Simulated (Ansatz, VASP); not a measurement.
**AlSn: VASP beside Ansatz**

```xyz
2
Lattice="4.1414 0.0000 0.0000 -2.0707 3.5865 0.0000 0.0000 0.0000 3.2622" Properties=species:S:1:pos:R:3 pbc="T T T"
Al    0.0000    0.0000    0.0000
Sn    0.0000    2.3910    1.6311
```

Change from the starting cell: volume scaled by 0.96.

Alike in both runs: task single point; functional PBEsol; k mesh 11 × 11 × 12; occupations fermi-dirac, width 0.05 eV; no spin polarisation.

|  | VASP | Ansatz |
| --- | --- | --- |
| version | VASP 6.6.1 | Ansatz 0.2.0 |
| potentials or method | VASP PAW PBE potentials, release 64 (Al, Sn_d), cutoff 520 eV | all-electron LAPW, scalar-relativistic |

```csv
,VASP,Ansatz,Ansatz less VASP
pressure (GPa),0.0,0.0,+0.07
largest component of the traceless stress (GPa),0.72,0.71,-0.007
```

Ansatz ran all-electron here, so the differences hold the error of VASP's frozen core and of both bases.

Caveats: the PAW data sets were made with another functional, which shifts forces and pressure a little (VASP).
